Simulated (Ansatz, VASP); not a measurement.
# Cross-check of Nb2COF (Nb2COF MXene bilayer, AB) between VASP and Ansatz, part 2 of 2

Wanted: the spread between two codes on one cell, functional and k mesh. The structure shown is the end of the Ansatz relaxation below.

VASP 6.6.1 and Ansatz 0.2.0.

So far: Starting point; Ansatz: relaxation, PBE with D3(BJ).

## Step 3: VASP: single point, PBE with D3(BJ)

Level of this step: PBE with D3(BJ), zero-moment start; plane waves and PAW (F, Nb_sv, C, O) (VASP).

The same cell, functional, mesh and smearing now go to VASP, with its own data sets.

Lines of VASP's logs that name or quote its potential files are left out, and so is its time.

INCAR

```
SYSTEM = Nb2COF
PREC = Accurate
ENCUT = 520
EDIFF = 1E-06
NELM = 200
ISMEAR = -1
SIGMA = 0.05
LREAL = .FALSE.
ALGO = Normal
GGA = PE
IVDW = 12
NBANDS = 58
ISPIN = 2
MAGMOM = 0 -0 0 -0 -0 -0 -0 0 0 0
LASPH = .TRUE.
LMAXMIX = 4
LORBIT = 11
LWAVE = .FALSE.
LCHARG = .FALSE.
ISIF = 2
LDIPOL = .TRUE.
IDIPOL = 3
DIPOL = 0.5 0.5 0.499
LVHAR = .TRUE.
GGA_COMPAT = .FALSE.
NELMDL = -8
KPAR = 2
```

POSCAR

```
Nb2COF
1.0
    3.1193962155      0.0000000000      0.0000000000
   -1.5596981078      2.7014763671      0.0000000000
    0.0000000000      0.0000000000     54.7853847394
F Nb C O
2 4 2 2
Direct
    0.3333333333      0.6666666667      0.3823065105
    0.6666666667      0.3333333333      0.5233345881
    0.6666666667      0.3333333333      0.4082920756
    0.3333333333      0.6666666667      0.4519456824
    0.0000000000      0.0000000000      0.5487463212
    0.6666666667      0.3333333333      0.5924837753
    0.0000000000      0.0000000000      0.4292250342
    0.3333333333      0.6666666667      0.5697205461
    0.6666666667      0.3333333333      0.4717778610
    0.0000000000      0.0000000000      0.6121452440
```

KPOINTS

```
Automatic mesh
0
Gamma
12 12 1
0 0 0
```

PAW data sets: F, Nb_sv, C and O (PBE family, release 64).

Run with:

```console
> mpirun -np 2 vasp_std
```

Numbers of over 12 decimals in the logs are rounded to 6 here.

The log of the run:

```text
[banner, memory and clock lines left out]
running    2 mpi-ranks, on    1 nodes
 distrk:  each k-point on    1 cores,    2 groups
 distr:  one band on    1 cores,    1 groups

 POSCAR found type information on POSCAR F NbC O
 POSCAR found :  4 types and      10 ions
 LDA part: xc-table for (Slater+PW92), standard interpolation
|                                                                             |
|           W    W    AA    RRRRR   N    N  II  N    N   GGGG   !!!           |
|           W    W   A  A   R    R  NN   N  II  NN   N  G    G  !!!           |
|           W    W  A    A  R    R  N N  N  II  N N  N  G       !!!           |
|           W WW W  AAAAAA  RRRRR   N  N N  II  N  N N  G  GGG   !            |
|           WW  WW  A    A  R   R   N   NN  II  N   NN  G    G                |
|           W    W  A    A  R    R  N    N  II  N    N   GGGG   !!!           |
|                                                                             |
|     One of the lattice vectors is very long (>50 A), but AMIN is rather     |
|     large. This can spoil convergence since charge sloshing might occur     |
|     along the long lattice vector. If problems with convergence are         |
|     observed, try to decrease AMIN to a smaller value (e.g. 0.01).          |
|     Note: This warning only applies if the self-consistency cycle is        |
|     used.                                                                   |
|                                                                             |

 POSCAR, INCAR and KPOINTS ok, starting setup
 FFT: planning ... GRIDC
 FFT: planning ... GRID_SOFT
 FFT: planning ... GRID
 WAVECAR not read
 entering main loop
       N       E                     dE             d eps       ncg     rms          rms(c)
DAV:   1     0.918876985669E+03    0.91888E+03   -0.44393E+04  5440   0.126E+03
DAV:   2     0.639015099199E+01   -0.91249E+03   -0.88434E+03  6000   0.456E+02
DAV:   3    -0.988020460532E+02   -0.10519E+03   -0.10372E+03  6256   0.133E+02
DAV:   4    -0.106550279942E+03   -0.77482E+01   -0.76808E+01  7728   0.407E+01
DAV:   5    -0.107002396694E+03   -0.45212E+00   -0.45018E+00  7248   0.643E+00
DAV:   6    -0.107019012506E+03   -0.16616E-01   -0.16573E-01  7672   0.153E+00
DAV:   7    -0.107019894379E+03   -0.88187E-03   -0.88079E-03  6840   0.274E-01
DAV:   8    -0.107019964770E+03   -0.70391E-04   -0.70347E-04  7232   0.774E-02    0.271E+01
DAV:   9    -0.933015719582E+02    0.13718E+02   -0.97132E+01  6228   0.464E+01    0.138E+01
DAV:  10    -0.326899938591E+03   -0.23360E+03   -0.95465E+02  7518   0.622E+01    0.630E+01
DAV:  11    -0.867511442687E+02    0.24015E+03   -0.32849E+02  6636   0.451E+01    0.134E+01
DAV:  12    -0.898599319205E+02   -0.31088E+01   -0.90895E+01  6200   0.238E+01    0.558E+00
DAV:  13    -0.900362662331E+02   -0.17633E+00   -0.22564E+01  7152   0.116E+01    0.347E+00
DAV:  14    -0.899591094036E+02    0.77157E-01   -0.29520E+00  6864   0.801E+00    0.282E+00
[...]
DAV:  29    -0.897943905372E+02   -0.66984E-04   -0.57566E-06  5224   0.128E-02    0.335E-03
DAV:  30    -0.897944150589E+02   -0.24522E-04   -0.20098E-06  4592   0.553E-03    0.230E-03
DAV:  31    -0.897944359849E+02   -0.20926E-04   -0.10303E-06  3624   0.383E-03    0.172E-03
DAV:  32    -0.897944466873E+02   -0.10702E-04   -0.51069E-07  3256   0.363E-03    0.747E-04
DAV:  33    -0.897944547392E+02   -0.80519E-05   -0.21003E-07  3136   0.200E-03    0.690E-04
DAV:  34    -0.897944581494E+02   -0.34102E-05   -0.10473E-07  2872   0.195E-03    0.643E-04
DAV:  35    -0.897944618513E+02   -0.37019E-05   -0.40620E-07  3330   0.166E-03    0.691E-04
DAV:  36    -0.897944626713E+02   -0.81996E-06   -0.12043E-07  3064   0.149E-03
   1 F= -.92522156E+02 E0= -.92509819E+02  d E =-.246728E-01  mag=     0.0004
```

From OUTCAR (step 3):

```text
ion  position               nearest neighbor table
   1  0.333  0.667  0.382-   3 2.30   3 2.30   3 2.30
   2  0.667  0.333  0.523-   5 2.28   5 2.28   5 2.28
   3  0.667  0.333  0.408-   7 2.14   7 2.14   7 2.14   1 2.30   1 2.30   1 2.30   4 2.99   4 2.99
                             4 2.99
   4  0.333  0.667  0.452-   9 2.10   9 2.10   9 2.10   7 2.19   7 2.19   7 2.19   3 2.99   3 2.99
                             3 2.99
   5  0.000  0.000  0.549-   8 2.14   8 2.14   8 2.14   2 2.28   2 2.28   2 2.28   6 3.00   6 3.00
                             6 3.00
   6  0.667  0.333  0.592-  10 2.10  10 2.10  10 2.10   8 2.19   8 2.19   8 2.19   5 3.00   5 3.00
                             5 3.00
   7  0.000  0.000  0.429-   3 2.14   3 2.14   3 2.14   4 2.19   4 2.19   4 2.19
   8  0.333  0.667  0.570-   5 2.14   5 2.14   5 2.14   6 2.19   6 2.19   6 2.19
   9  0.667  0.333  0.472-   4 2.10   4 2.10   4 2.10
  10  0.000  0.000  0.612-   6 2.10   6 2.10   6 2.10

  LATTYP: Found a hexagonal cell.
 ALAT       =     3.1193962155
 C/A-ratio  =    17.5628169539

 Subroutine GETGRP returns: Found  6 space group operations
 (whereof  6 operations were pure point group operations)

The static configuration has the point symmetry C_3v.

 Found     19 irreducible k-points:

   k-points           NKPTS =     19   k-points in BZ     NKDIM =     19   number of bands    NBANDS=     58

   dimension x,y,z NGX =    24 NGY =   24 NGZ =  420
   dimension x,y,z NGXF=    48 NGYF=   48 NGZF=  840

   ENCUT  =  520.0 eV  38.22 Ry    6.18 a.u.   5.80  5.80101.86*2*pi/ulx,y,z

   NELECT =      86.0000    total number of electrons

 k-points in reciprocal lattice and weights: Automatic mesh
   0.00000000  0.00000000  0.00000000       0.007
   0.08333333 -0.00000000  0.00000000       0.042
   0.16666667  0.00000000  0.00000000       0.042
   0.25000000  0.00000000  0.00000000       0.042
   0.33333333 -0.00000000  0.00000000       0.042
   0.41666667 -0.00000000  0.00000000       0.042
   0.50000000  0.00000000  0.00000000       0.021
   0.08333333  0.08333333  0.00000000       0.042
   0.16666667  0.08333333  0.00000000       0.083
[...]
0.33333333  0.25000000  0.00000000       0.083
   0.33333333  0.33333333  0.00000000       0.014

 dipolmoment           0.000000      0.000000      0.052000 electrons x Angstroem

 average (electrostatic) potential at core
       1 -83.1342       2 -83.1725       3 -91.2663       4 -91.4912       5 -91.3011
       6 -91.5067       7 -56.6715       8 -56.6661       9 -77.5852      10 -77.5558

 E-fermi :  -1.6397

 spin component 1
 k-point     1 :       0.0000    0.0000    0.0000
  band No.  band energies     occupation
    ...
     42      -2.4830      1.00000
     43      -2.4818      1.00000
     44      -2.4818      1.00000
     45      -1.7616      0.91968
     46      -1.7389      0.87914
     47      -0.1865      0.00000
     48      -0.1865      0.00000
     49      -0.1660      0.00000
     50      -0.1660      0.00000
     51       0.4568      0.00000
    ...

 k-point     2 :       0.0833   -0.0000    0.0000
  band No.  band energies     occupation
    ...
     42      -2.6216      1.00000
     43      -2.3422      1.00000
     44      -2.3350      1.00000
     45      -1.7292      0.85682
     46      -1.6862      0.71687
     47      -0.2344      0.00000
     48      -0.2264      0.00000
     49      -0.0619      0.00000
     50      -0.0401      0.00000
     51       0.4586      0.00000
    ...

 k-point     3 :       0.1667    0.0000    0.0000
  band No.  band energies     occupation
    ...
     41      -2.9766      1.00000
     42      -2.9427      1.00000
     43      -1.9377      0.99743
     44      -1.9254      0.99671
     45      -1.6540      0.57117
     46      -1.5835      0.24543
     47      -0.2077      0.00000
     48      -0.1975      0.00000
     49       0.1809      0.00000
     50       0.1920      0.00000
    ...

 k-point     4 :       0.2500    0.0000    0.0000
  band No.  band energies     occupation
    ...
     38      -5.2034      1.00000
     39      -5.1044      1.00000
     40      -5.0506      1.00000
     41      -3.2935      1.00000
     42      -3.2483      1.00000
     43      -1.3657      0.00415
     44      -1.3057      0.00125
     45      -1.2974      0.00106
     46      -1.2940      0.00099
     47      -0.1403      0.00000
    ...

 k-point     5 :       0.3333   -0.0000    0.0000
  band No.  band energies     occupation
    ...
     38      -5.4207      1.00000
     39      -5.1607      1.00000
     40      -5.1409      1.00000
     41      -3.4707      1.00000
     42      -3.4238      1.00000
     43      -0.7547      0.00000
     44      -0.6886      0.00000
     45      -0.5369      0.00000
     46      -0.5340      0.00000
     47      -0.1353      0.00000
    ...

 k-point     6 :       0.4167   -0.0000    0.0000
  band No.  band energies     occupation
    ...
     38      -5.7683      1.00000
     39      -5.0141      1.00000
     40      -4.9907      1.00000
     41      -3.5202      1.00000
     42      -3.4683      1.00000
     43      -0.2995      0.00000
     44      -0.2861      0.00000
     45       0.1492      0.00000
     46       0.1598      0.00000
     47       0.2055      0.00000
    ...

 Edisp (eV)   -2.72769

  Total      -0.26254    -0.26254    -0.32618     0.00000     0.00000    -0.00000
  in kB      -0.91112    -0.91112    -1.13196     0.00000     0.00000    -0.00000
  external pressure =       -0.98 kB  Pullay stress =        0.00 kB

  energy-cutoff  :      520.00
  volume of cell :      461.68
      direct lattice vectors                 reciprocal lattice vectors
     3.119396216  0.000000000  0.000000000     0.320574858  0.185083981  0.000000000
    -1.559698108  2.701476367  0.000000000     0.000000000  0.370167962  0.000000000
     0.000000000  0.000000000 54.785384739     0.000000000  0.000000000  0.018253043

 POSITION                                       TOTAL-FORCE (eV/Angst)
 -----------------------------------------------------------------------------------
     -0.00000      1.80098     20.94481        -0.000000      0.000000      0.000486
      1.55970      0.90049     28.67109        -0.000000      0.000000     -0.005916
      1.55970      0.90049     22.36844        -0.000000     -0.000000      0.026260
     -0.00000      1.80098     24.76002         0.000000     -0.000000     -0.012031
      0.00000      0.00000     30.06328        -0.000000      0.000000      0.037148
      1.55970      0.90049     32.45945        -0.000000      0.000000     -0.014100
      0.00000      0.00000     23.51526        -0.000000      0.000000     -0.002301
     -0.00000      1.80098     31.21236        -0.000000      0.000000     -0.005608
      1.55970      0.90049     25.84653         0.000000     -0.000000     -0.012614
      0.00000      0.00000     33.53661        -0.000000      0.000000     -0.011324
 -----------------------------------------------------------------------------------
    total drift:                                0.000000      0.000000      0.000614

  FREE ENERGIE OF THE ION-ELECTRON SYSTEM (eV)
  ---------------------------------------------------
  free  energy   TOTEN  =       -92.5221557073 eV

  energy  without entropy=      -92.4974829455  energy(sigma->0) =      -92.50981933

 vacuum level on the upper side and lower side of the slab         4.326         3.210

 total charge
# of ion       s       p       d       tot
------------------------------------------
    1        1.739   4.331   0.000   6.070
    2        1.740   4.332   0.000   6.073
    3        2.158   6.035   2.505  10.697
    4        2.169   6.089   2.303  10.562
    5        2.158   6.038   2.496  10.692
    6        2.170   6.090   2.297  10.556
    7        0.889   1.597   0.000   2.486
    8        0.889   1.597   0.000   2.486
    9        1.572   3.438   0.000   5.010
   10        1.573   3.436   0.000   5.009
--------------------------------------------------
tot         17.056  42.985   9.600  69.641

 magnetization (x)
# of ion       s       p       d       tot
------------------------------------------
    1       -0.000  -0.000   0.000  -0.000
    2       -0.000  -0.000   0.000  -0.000
    3       -0.000   0.000   0.000   0.000
    4        0.000   0.000   0.000   0.000
    5        0.000   0.000   0.000   0.000
    6        0.000   0.000   0.000   0.000
    7       -0.000  -0.000   0.000  -0.000
    8       -0.000  -0.000   0.000  -0.000
    9       -0.000  -0.000   0.000  -0.000
   10       -0.000  -0.000   0.000  -0.000
--------------------------------------------------
tot         -0.000  -0.000   0.000   0.000

[... 5 further parts left out ...]
```

## Step 4: Differences

Known differences besides the potentials themselves: Ansatz cuts the interaction across the vacuum, VASP repeats the sheet with a dipole correction; the cutoff is 420 eV in Ansatz and 520 eV in VASP. Total energies have different zeros and are not compared.

At this near-relaxed geometry the largest component of a force difference is 33 meV/Å. With vacuum in the cell, a pressure given here is an average over mostly empty space and none of the material.

## Step 5: What came out

```
r.m.s. force difference (single point, PBE with D3(BJ)) : 9.2 meV/Å
```

**Reading.** The r.m.s. force difference is 9.2 meV/Å (single point, PBE with D3(BJ)), within the 12 meV/Å picked in this series as the mark of a large difference. How closely two codes agree says nothing of how well the functional describes the real material.

[Lines on the potential files, build, host, timing and source positions are cut from VASP's logs without a mark.]

[Logs are printed without paths, hosts, clocks, repeated set-up lines and the standing remarks that a program may print on its own settings, such as how far it seeks lower states.]

[Hosts, paths, dates, database ids (printed as entryN), source tags and the programs' standing remarks are cut or masked in the printed files.]
